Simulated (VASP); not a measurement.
Here is the system:

```xyz
16
Lattice="5.4158 0.0000 0.0000 0.0000 10.0605 0.0000 0.0000 0.0000 18.7733" Properties=species:S:1:pos:R:3 pbc="T T T"
Hf     4.0618     0.0000     7.0000
Hf     4.0618     5.0302     7.0000
Hf     0.4513     7.5454     7.0000
Hf     2.2566     2.5151     7.0000
Hf     1.3539     0.0000     8.5911
Hf     1.3539     5.0302     8.5911
Hf     3.1592     7.5454     8.5911
Hf     4.9645     2.5151     8.5911
Hf     4.0618     0.0000    10.1822
Hf     4.0618     5.0302    10.1822
Hf     0.4513     7.5454    10.1822
Hf     2.2566     2.5151    10.1822
Hf     1.3539     0.0000    11.7733
Hf     1.3539     5.0302    11.7733
Hf     3.1592     7.5454    11.7733
Hf     4.9645     2.5151    11.7733
```

Level of theory: PBE GGA, VASP's PBE PAW potentials (set 64) (plane waves; VASP). Run with LREAL = Auto, 300 eV cut-off, 5×3×1 Γ-centred mesh, Gaussian smearing of 0.27 eV, potentials Hf_pv.

At this cut-off the stress carries a Pulay error, which pulls relaxed volumes low. The cell holds a wide vacuum, so values per volume refer to the whole cell.

Q: Which forces act on the atoms, in eV/Å?

A: 
```csv
atom,Fx,Fy,Fz
Hf1,0.000,0.000,0.743
Hf2,0.000,0.000,0.743
Hf3,0.866,0.000,0.688
Hf4,-0.866,0.000,0.688
Hf5,0.000,0.000,-0.072
Hf6,0.000,0.000,-0.072
Hf7,-0.004,0.000,-0.130
Hf8,0.004,0.000,-0.130
Hf9,0.000,0.000,0.072
Hf10,0.000,0.000,0.072
Hf11,-0.004,0.000,0.130
Hf12,0.004,0.000,0.130
Hf13,0.000,0.000,-0.743
Hf14,0.000,0.000,-0.743
Hf15,0.866,0.000,-0.688
Hf16,-0.866,0.000,-0.688
```

Q: Give the stress tensor in GPa (positive for a compressed cell).

A: 
```
-2.05   0.00   0.00
 0.00  -1.08   0.00
 0.00   0.00  -2.19
```
The pressure is its mean diagonal, -1.77 GPa.

The cell is a sheet with vacuum, built from a generated structure.
